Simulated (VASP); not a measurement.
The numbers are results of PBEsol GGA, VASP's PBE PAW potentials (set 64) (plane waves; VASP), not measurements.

Input for VASP

**INCAR**
```
# general
SYSTEM  = ZnS
PREC    = Accurate
ENCUT   = 500
LREAL   = F
LASPH   = T

# electronic loop
EDIFF   = 1E-6
NELM    = 100
ALGO    = Normal
LMAXMIX = 4

# smearing
ISMEAR  = 0
SIGMA   = 0.05

# functional
GGA     = PS

# ions
IBRION  = 2
NSW     = 40
ISIF    = 3
EDIFFG  = -0.02
PSTRESS = 50

# output
LWAVE   = F
LCHARG  = F
```

### POSCAR
```
ZnS
1.0
  0.0000000000   2.6308140676   2.6308140676
  2.6308140676   0.0000000000   2.6308140676
  2.6308140676   2.6308140676   0.0000000000
Zn S
1 1
Cart
  0.0000000000   0.0000000000   0.0000000000
  1.3154070338   1.3154070338   1.3154070338
```

File KPOINTS:
```
Automatic mesh
0
Gamma
9 9 9
0 0 0
```

POTCAR, in this order: Zn S (PBE.64 set). Program: vasp_std.

The run wrote:

### OSZICAR
```
       N       E                     dE             d eps       ncg     rms          rms(c)
DAV:   1     0.896340098495E+02    0.89634E+02   -0.91595E+03   910   0.167E+03
DAV:   2    -0.175966552668E+01   -0.91394E+02   -0.86764E+02   970   0.285E+02
DAV:   3    -0.789327239400E+01   -0.61336E+01   -0.61002E+01  1145   0.752E+01
DAV:   4    -0.797578015502E+01   -0.82508E-01   -0.82462E-01  1030   0.910E+00
DAV:   5    -0.797690505069E+01   -0.11249E-02   -0.11249E-02  1120   0.109E+00    0.808E+00
DAV:   6    -0.757572359902E+01    0.40118E+00   -0.10567E+00  1193   0.419E+01    0.616E+00
DAV:   7    -0.756067154374E+01    0.15052E-01   -0.41224E-01   940   0.674E+00    0.289E+00
DAV:   8    -0.755736041767E+01    0.33111E-02   -0.63634E-03  1095   0.789E-01    0.808E-01
DAV:   9    -0.755700946864E+01    0.35095E-03   -0.97608E-04  1056   0.410E-01    0.119E-01
DAV:  10    -0.755708176694E+01   -0.72298E-04   -0.18860E-04  1089   0.205E-01    0.647E-02
DAV:  11    -0.755708116893E+01    0.59801E-06   -0.52036E-05  1085   0.169E-01    0.721E-03
DAV:  12    -0.755708071451E+01    0.45442E-06   -0.56820E-06  1364   0.487E-02
   1 F= -.64206057E+01 E0= -.64206057E+01  d E =-.642061E+01
```

**OUTCAR**
```
------------------------ aborting loop because EDIFF is reached ----------------------------------------
  FORCE on cell =-STRESS in cart. coord.  units (eV):
  Direction    XX          YY          ZZ          XY          YZ          ZX
  --------------------------------------------------------------------------------------
  Total        1.1406759      1.1406759      1.1406759      0.0000000      0.0000000      0.0000000
  in kB       50.1848229     50.1848229     50.1848229      0.0000000      0.0000000      0.0000000
  external PRESSURE =       0.1848229 kB  Pullay stress =      50.0000000 kB
  volume of cell :       36.42
      direct lattice vectors                 reciprocal lattice vectors
     0.000000000  2.630814068  2.630814068    -0.190055240  0.190055240  0.190055240
     2.630814068  0.000000000  2.630814068     0.190055240 -0.190055240  0.190055240
     2.630814068  2.630814068  0.000000000     0.190055240  0.190055240 -0.190055240
  FREE ENERGIE OF THE ION-ELECTRON SYSTEM (eV)
  ---------------------------------------------------
  free  energy   TOTEN  =        -7.5570807145 eV

  energy  without entropy=       -7.5570807145  energy(sigma->0) =       -7.55708071
  enthalpy is  TOTEN    =        -6.4206057213 eV   P V=        1.1364749932

 reached required accuracy - stopping structural energy minimisation
```
(Selected blocks of OUTCAR.)

The structure was generated: ZnS was put into the zinc blende type (F-43m), which need not be its known phase. It was relaxed first under an external pressure of 5 GPa.
